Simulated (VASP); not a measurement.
**TaAlO3: density of states with PBE**

The system is TaAlO3.

```xyz
10
Lattice="3.0366 0.0000 0.0000 -1.5183 2.6298 0.0000 0.0000 0.0000 13.1539" Properties=species:S:1:pos:R:3 pbc="T T T"
Ta    0.0000    0.0000    6.5769
Ta    0.0000    0.0000    0.0000
Al    0.0000    1.7532    3.2885
Al    1.5183    0.8766    9.8654
O     0.0000    1.7532    1.3240
O     0.0000    1.7532    5.2530
O     0.0000    0.0000    3.2885
O     1.5183    0.8766   11.8299
O     1.5183    0.8766    7.9009
O     0.0000    0.0000    9.8654
```

The cell was built by a generator and needn't be a form met in nature.

- Program: VASP 6.6.1
- Task: density of states
- Functional: PBE
- Potentials or basis: VASP PAW PBE potentials, release 64 (Ta_pv, Al, O)
- Cutoff: 520 eV
- k mesh: 12 × 12 × 4
- Occupations: gaussian, width 0.1 eV
- Spin: no spin polarisation
- k mesh for the DOS: 18 × 18 × 6
- Occupations for the DOS: tetrahedron
- Further INCAR settings: ALGO = Normal; EDIFF = 1e-07

```json
{
 "Valence electrons inside the program's atomic spheres": "Ta 8.74; Al 0.78; O 5.05, 5.26"
}
```

Levels at points of the mesh, in eV from the Fermi level:
```tsv
k point	band 28	band 29	band 30	band 31	band 32	band 33	band 34	band 35	band 36	band 37
(0.00, 0.00, 0.00)	-4.07	-4.07	-3.74	-0.87	-0.30	0.35	0.35	0.37	0.37	1.42
(0.50, 0.00, 0.00)	-4.64	-4.39	-4.32	-1.84	-1.75	3.12	3.16	3.40	3.40	3.86
(0.00, 0.00, 0.50)	-4.09	-4.09	-4.09	-0.55	-0.55	0.36	0.36	0.36	0.36	1.74
(0.50, 0.00, 0.50)	-4.50	-4.50	-4.50	-1.79	-1.79	3.14	3.14	3.40	3.40	3.93
```

States per cell in windows of 0.5 eV (zero at the Fermi level; states under -8 eV left out):
```
from (eV)  total  Ta1_d  Ta2_d  O5_p  O6_p  O8_p  O9_p
     -8.0   3.31   0.09   0.09  0.22  0.22  0.22  0.22
     -7.5   3.91   0.10   0.10  0.27  0.27  0.27  0.27
     -7.0   3.41   0.15   0.15  0.31  0.31  0.31  0.31
     -6.5   3.29   0.16   0.16  0.38  0.38  0.38  0.38
     -6.0   4.93   0.30   0.30  0.61  0.61  0.61  0.61
     -5.5   2.87   0.06   0.06  0.40  0.40  0.40  0.40
     -5.0   2.50   0.05   0.05  0.35  0.35  0.35  0.35
     -4.5   4.32   0.07   0.07  0.43  0.43  0.43  0.43
     -4.0   0.22   0.00   0.00  0.02  0.02  0.02  0.02
     -3.5   0.00   0.00   0.00  0.00  0.00  0.00  0.00
     -3.0   0.00   0.00   0.00  0.00  0.00  0.00  0.00
     -2.5   0.00   0.00   0.00  0.00  0.00  0.00  0.00
     -2.0   0.45   0.12   0.12  0.02  0.02  0.02  0.02
     -1.5   0.98   0.27   0.27  0.04  0.04  0.04  0.04
     -1.0   1.34   0.38   0.38  0.05  0.05  0.05  0.05
     -0.5   1.26   0.35   0.35  0.05  0.05  0.05  0.05
      0.0   1.42   0.44   0.44  0.05  0.05  0.05  0.05
      0.5   1.20   0.38   0.38  0.03  0.03  0.03  0.03
      1.0   0.92   0.31   0.31  0.02  0.02  0.02  0.02
      1.5   0.89   0.29   0.29  0.02  0.02  0.02  0.02
      2.0   1.31   0.38   0.38  0.02  0.02  0.02  0.02
      2.5   1.69   0.53   0.53  0.03  0.03  0.03  0.03
      3.0   2.24   0.75   0.75  0.04  0.04  0.04  0.04
      3.5   1.31   0.27   0.27  0.02  0.02  0.02  0.02
      4.0   1.03   0.26   0.26  0.02  0.02  0.02  0.02
      4.5   0.00   0.00   0.00  0.00  0.00  0.00  0.00
      5.0   0.00   0.00   0.00  0.00  0.00  0.00  0.00
      5.5   0.00   0.00   0.00  0.00  0.00  0.00  0.00
```

It took 2.3 min on 4 MPI ranks on Intel(R) Xeon(R) Platinum 8259CL CPU @ 2.50GHz (Skylake/Cascade Lake) (shared host), peak memory 0.56 GiB a rank.

 Spin-orbit coupling is left out, which matters for the levels of Ta.
